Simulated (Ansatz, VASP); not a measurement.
# Cu10F (Cu(110)-(1x2)-F, hollow site) in two plane-wave programs, part 2 of 2

One calculation is typed for both programs; each brings its own data sets. How far apart do they land? Of the first pair: The structure shown is the start of the Ansatz relaxation below; VASP solves that cell, so the two are compared at the walk's first step.

VASP 6.6.1 and Ansatz 0.2.0.

So far: Starting point; Ansatz: relaxation, PBE; VASP: single point, PBE, start cell, pair 1.

### Step 4. Comparison

Known differences besides the potentials themselves: the data sets hold 197 valence electrons in Ansatz (on its default PAW (the set named soft_2) files) and 117 in VASP; the cutoff is 420 eV in Ansatz and 520 eV in VASP. Total energies have different zeros and are not compared.

Forces on 7 of the 11 atoms, those with the largest forces and the largest differences (eV/Å; atoms numbered as in POSCAR):

| atom | Ansatz x, y, z | VASP x, y, z |
| --- | --- | --- |
| Cu2 | 0.002, 0.000, 0.311 | 0.002, 0.000, 0.280 |
| Cu4 | 0.000, 0.000, -0.449 | 0.000, 0.000, -0.449 |
| Cu7 | 0.000, 0.000, -3.879 | 0.000, 0.000, -4.053 |
| Cu8 | 0.000, 0.000, 0.520 | 0.000, 0.000, 0.525 |
| Cu9 | -0.976, 0.000, -0.312 | -0.969, 0.000, -0.283 |
| Cu10 | 0.976, 0.000, -0.312 | 0.969, 0.000, -0.283 |
| F11 | 0.000, 0.000, 4.079 | 0.000, 0.000, 4.251 |

The forces differ by 44 meV/Å r.m.s., which is 4.1 % of the r.m.s. force of 1.062 eV/Å (both taken over all components). With vacuum in the cell, a pressure given here is an average over mostly empty space and none of the material.

### Step 5. Further runs

Further runs change the set-up of one program: Ansatz's method, potentials or start, or VASP's data sets, cutoff or form of LDA. The table gives that difference for each run.

| run | r.m.s. force difference (meV/Å) |
| --- | --- |
| as above | 44 |
| VASP with the data sets Cu_sv_GW and F and a cutoff of 610 eV | 13 |

### Step 6. Ansatz: relaxation, PBE

This run makes the geometry at which the two programs are then compared.

The structure compared here is the end of the Ansatz relaxation.

The input, input.yaml:

```yaml
crystal:
  lattice:
    - [7.22, 0.0, 0.0]
    - [0.0, 2.5526554801, 0.0]
    - [0.0, 0.0, 22.6053109602]
  atoms:
    - { symbol: Cu, position: [0.0, 0.0, 0.3760178312] }
    - { symbol: Cu, position: [0.5, 0.0, 0.3760178312] }
    - { symbol: Cu, position: [0.25, 0.5, 0.4324792416] }
    - { symbol: Cu, position: [0.75, 0.5, 0.4324792416] }
    - { symbol: Cu, position: [0.0, 0.0, 0.488940652] }
    - { symbol: Cu, position: [0.5, 0.0, 0.488940652] }
    - { symbol: Cu, position: [0.25, 0.5, 0.5454020625] }
    - { symbol: Cu, position: [0.75, 0.5, 0.5454020625] }
    - { symbol: Cu, position: [0.0, 0.0, 0.6018634729] }
    - { symbol: Cu, position: [0.5, 0.0, 0.6018634729] }
    - { symbol: F, position: [0.25, 0.5, 0.6239821688] }
kpoints:
  mp_grid: { grid: [4, 11, 1] }
hamiltonian:
  xc: pbe
scf:
  occupations: { method: fermi_dirac, width: 0.1 }
  convergence: { dr2_threshold: 1.0e-08 }
efield:
  axis: 3
  dipole_correction: true
  ramp_position: 0.97
  ramp_width: 0.06
relax:
  f_tol: 0.015
  max_steps: 90
  constraints: [{ sites: [0, 1, 2, 3] }]
output:
  write_potential: true
  write_density: true
  volumetric_format: npy
```

Launch:

```console
ansatz run input.yaml --threads 4 --pin off --max-ram 6144MiB --backend cpu --events-out ev --progress --plain --runs-dir out
```

Numbers of over 12 decimals in the logs are rounded to 6 here.

The log of the run:

```text
[...]
Crystal: 11 atoms, lattice volume = 416.620 Å³
Basis set: ecut = 420 eV, 8171 PW (Γ), exchange–correlation on 100×36×320 points (8 copies of the dense FFT grid, shifted against one another)
Bands: 119, of which v1, the nominal top of the filled ones, is band 99 counted from 1 (98 counted from 0)
Symmetry: 4 space group operations
[...]
- { symbol: Cu, position: [0.750000, 0.5, 0.432479] }
    - { symbol: Cu, position: [-0.00958761, 0.0, 0.490858] }
    - { symbol: Cu, position: [0.509588, 0.0, 0.490858] }
    - { symbol: Cu, position: [0.25, 0.5, 0.539908] }
    - { symbol: Cu, position: [0.750000, 0.5, 0.554589] }
    - { symbol: Cu, position: [0.012159, 0.0, 0.603443] }
    - { symbol: Cu, position: [0.487841, 0.0, 0.603443] }
    - { symbol: F, position: [0.25, 0.5, 0.640761] }
[key lines of the parts left out:]
SCF converged after 10 iterations
Free energy (F): -67056.299770 eV
Fermi energy:    1.561232 eV
Dipole field:    D = -0.033475 V/Å  (p = -0.077073 e·Å, saw-weighted, corrected)
Work function:   Φ+ = 5.1482 eV   Φ− = 4.3915 eV
```

### Step 7. VASP: single point, PBE, relaxed cell, pair 2

The same cell, functional, mesh and smearing now go to VASP, with its own data sets.

The input, INCAR:

```
SYSTEM = Cu10F
PREC = Accurate
ENCUT = 520
EDIFF = 1E-06
NELM = 120
ISMEAR = -1
SIGMA = 0.1
LREAL = .FALSE.
ALGO = Normal
GGA = PE
NBANDS = 72
LASPH = .TRUE.
LORBIT = 11
LWAVE = .FALSE.
LCHARG = .FALSE.
ISIF = 2
LDIPOL = .TRUE.
IDIPOL = 3
DIPOL = 0.5 0.5 0.504
LVHAR = .TRUE.
GGA_COMPAT = .FALSE.
NELMDL = -8
KPAR = 2
```

The input, POSCAR:

```
Cu10F
1.0
    7.2200000000      0.0000000000      0.0000000000
    0.0000000000      2.5526554801      0.0000000000
    0.0000000000      0.0000000000     22.6053109602
Cu F
10 1
Direct
    0.0000000000      0.0000000000      0.3760178312
    0.5000000000      0.0000000000      0.3760178312
    0.2500000000      0.5000000000      0.4324792416
    0.7500000000      0.5000000000      0.4324792416
    0.9904123900      0.0000000000      0.4908584267
    0.5095876100      0.0000000000      0.4908584267
    0.2500000000      0.5000000000      0.5399077957
    0.7500000000      0.5000000000      0.5545893432
    0.0121592149      0.0000000000      0.6034426743
    0.4878407851      0.0000000000      0.6034426743
    0.2500000000      0.5000000000      0.6407609400
```

The input, KPOINTS:

```
Automatic mesh
0
Gamma
4 11 1
0 0 0
```

PAW data sets: Cu and F (PBE family, release 64).

Launch:

```console
mpirun -np 2 vasp_std
```

The log of the run:

```text
[... set-up lines as in an earlier step ...]
 entering main loop
       N       E                     dE             d eps       ncg     rms          rms(c)
DAV:   1     0.111448321451E+04    0.11145E+04   -0.48882E+04  2592   0.186E+03
DAV:   2     0.125477810936E+03   -0.98901E+03   -0.95274E+03  2600   0.420E+02
DAV:   3    -0.253456299268E+02   -0.15082E+03   -0.13828E+03  3624   0.205E+02
DAV:   4    -0.459411646769E+02   -0.20596E+02   -0.19513E+02  3808   0.771E+01
[...]
DAV:  31    -0.381903012303E+02   -0.24018E-05   -0.15801E-07  1736   0.427E-03    0.262E-04
DAV:  32    -0.381903024269E+02   -0.11966E-05   -0.69908E-08  1696   0.277E-03    0.179E-04
DAV:  33    -0.381903032532E+02   -0.82632E-06   -0.41761E-08  1656   0.271E-03
   1 F= -.38190303E+02 E0= -.38144846E+02  d E =-.909144E-01
```

From OUTCAR (step 7):

```text
  Total       -4.2347434     -0.4096365     -0.8363224      0.0000000      0.0000000      0.0000000
  in kB      -16.2853763     -1.5753220     -3.2162103      0.0000000      0.0000000      0.0000000
  external PRESSURE =      -7.0256362 kB  Pullay stress =       0.0000000 kB

 POSITION                                       TOTAL-FORCE (eV/Angst)
 -----------------------------------------------------------------------------------
      0.00000      0.00000      8.50000         0.003563      0.000000      0.376455
      3.61000      0.00000      8.50000        -0.003563      0.000000      0.376455
      1.80500      1.27633      9.77633         0.000000      0.000000     -0.444193
      5.41500      1.27633      9.77633         0.000000      0.000000     -0.364478
      7.15078      0.00000     11.09601        -0.002334      0.000000     -0.007754
      3.67922      0.00000     11.09601         0.002334      0.000000     -0.007754
      1.80500      1.27633     12.20478         0.000000      0.000000      0.015199
      5.41500      1.27633     12.53666         0.000000      0.000000     -0.009245
      0.08779      0.00000     13.64101        -0.000086      0.000000      0.037332
      3.52221      0.00000     13.64101         0.000086      0.000000      0.037332
      1.80500      1.27633     14.48460         0.000000      0.000000     -0.009349
 -----------------------------------------------------------------------------------
    total drift:                                0.000000     -0.000000      0.003103

  FREE ENERGIE OF THE ION-ELECTRON SYSTEM (eV)
  ---------------------------------------------------
  free  energy   TOTEN  =       -38.1903032532 eV

  energy  without entropy=      -38.0993888392  energy(sigma->0) =      -38.14484605

[... 2 parts as in an earlier step ...]

[... 1 further part left out ...]
[key lines of the parts left out:]
E-fermi :  -1.0980
```

### Step 8. Differences

What differs besides the data sets and the points named for the pairs above, as far as they apply: the data sets hold 197 valence electrons in Ansatz (on its default PAW (the set named soft_2) files) and 117 in VASP. Total energies have different zeros and are not compared.

Both answers:

| quantity | Ansatz | VASP | difference |
| --- | --- | --- | --- |
| work function, lower of the two faces (eV) | 4.39 | 4.37 | +0.02 |
| work function, higher of the two faces (eV) | 5.15 | 5.15 | 0.00 |

Forces on 7 of the 11 atoms, those with the largest forces and the largest differences (eV/Å; atoms numbered as in POSCAR):

| atom | Ansatz x, y, z | VASP x, y, z |
| --- | --- | --- |
| Cu1 | 0.004, 0.000, 0.407 | 0.004, 0.000, 0.376 |
| Cu2 | -0.004, 0.000, 0.407 | -0.004, 0.000, 0.376 |
| Cu3 | 0.000, 0.000, -0.444 | 0.000, 0.000, -0.444 |
| Cu4 | 0.000, 0.000, -0.364 | 0.000, 0.000, -0.364 |
| Cu7 | 0.000, 0.000, 0.004 | 0.000, 0.000, 0.015 |
| Cu9 | -0.005, 0.000, 0.009 | 0.000, 0.000, 0.037 |
| Cu10 | 0.005, 0.000, 0.009 | 0.000, 0.000, 0.037 |

The forces differ by 11 meV/Å r.m.s., which is 7.7 % of the r.m.s. force of 0.137 eV/Å (both taken over all components). With vacuum in the cell, a pressure given here is an average over mostly empty space and none of the material.

### Step 9. What came out

* r.m.s. force difference (single point, PBE, start cell, pair 1): 4.1 % of the r.m.s. force
* r.m.s. force difference (single point, PBE, relaxed cell, pair 2): 11 meV/Å

In words: The r.m.s. force difference is 4.1 % of the r.m.s. force (single point, PBE, start cell, pair 1), beyond the 3 % picked in this series as the mark of a large difference. The data sets hold unlike numbers of valence electrons (197 in Ansatz and 117 in VASP), so part of the differences comes from the potentials. Single point, PBE, start cell, pair 1, VASP with the data sets Cu_sv_GW and F and a cutoff of 610 eV: r.m.s. force difference goes from 44 to 13 meV/Å. Such differences can come from data sets, numerical settings and the points named under the comparisons, not from the functional's error against experiment.

[Lines on the potential files, build, host, timing and source positions are cut from VASP's logs without a mark.]

[Logs are printed without paths, hosts, clocks, repeated set-up lines and the standing remarks that a program may print on its own settings, such as how far it seeks lower states.]

[Hosts, paths, dates, database ids (printed as entryN), source tags and the programs' standing remarks are cut or masked in the printed files.]
